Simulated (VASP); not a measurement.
An input for Ansatz (written as the equivalent of a VASP run, and not itself run):

Ansatz 0.2 input:
```yaml
crystal:
  lattice:
    - [1.5975423, -2.7670248, 0.0000000]
    - [1.5975423, 2.7670248, 0.0000000]
    - [0.0000000, 0.0000000, 5.1635732]
  atoms:
    - { symbol: Zn, position: [0.6666670, 0.3333330, 0.5017675] }
    - { symbol: Zn, position: [0.3333330, 0.6666670, 0.0017675] }
    - { symbol: O, position: [0.6666670, 0.3333330, 0.8802325] }
    - { symbol: O, position: [0.3333330, 0.6666670, 0.3802325] }
kpoints:
  mp_grid: { grid: [9, 9, 5] }
hamiltonian:
  xc: lda
  pseudopotentials: { kind: paw }
scf:
  occupations: { method: gaussian, width: 0.05 }
  max_iter: 100
relax:
  max_steps: 60
  f_tol: 0.01
  cell: {}
output: { forces: true, stress: true, eigenvalues: true }
```

### Question
Write the VASP files for the same calculation (LDA).

### Answer
Several could match; the one computed here: 
File POSCAR:
```
ZnO
1
    1.5975422627    -2.7670247819     0.0000000000
    1.5975422627     2.7670247819     0.0000000000
    0.0000000000     0.0000000000     5.1635731517
Zn O
2 2
Direct
  0.6666670000   0.3333330000   0.5017674771
  0.3333330000   0.6666670000   0.0017674771
  0.6666670000   0.3333330000   0.8802325229
  0.3333330000   0.6666670000   0.3802325229
```

### KPOINTS
```
Automatic mesh
0
Gamma
9 9 5
0 0 0
```

**INCAR**
```
LASPH  =  T
NELM  =  100
ISIF  =  3   # ions, shape and volume
SYSTEM  =  ZnO
LMAXMIX  =  4
ISMEAR  =  0   # Gaussian
IBRION  =  2   # conjugate gradients
EDIFFG  =  -0.01   # ionic stop
LWAVE  =  F
LCHARG  =  F
PREC  =  Accurate
EDIFF  =  1E-6   # SCF stop (eV)
NSW  =  60   # most ionic steps
ALGO  =  Normal   # blocked Davidson
ENCUT  =  520   # plane-wave cut-off (eV)
LREAL  =  F   # projection in real space or not
SIGMA  =  0.05   # width (eV)
```

POTCAR, in this order: Zn O (LDA.64 set). Program: vasp_std.

The two are equivalent in intent, not identical: each code has its own PAW files, so the cut-off isn't converted (ENCUT is set for VASP's; basis.ecutwfc is left out, and Ansatz then takes the one that its files recommend); Ansatz stops its SCF on the density residual and VASP on the energy change (EDIFF); Ansatz's lda is the Perdew-Wang form, while the LDA potentials of VASP carry Perdew-Zunger's.

The compound is ZnO in the wurtzite structure. It was relaxed first. The start is the result of an earlier pass.
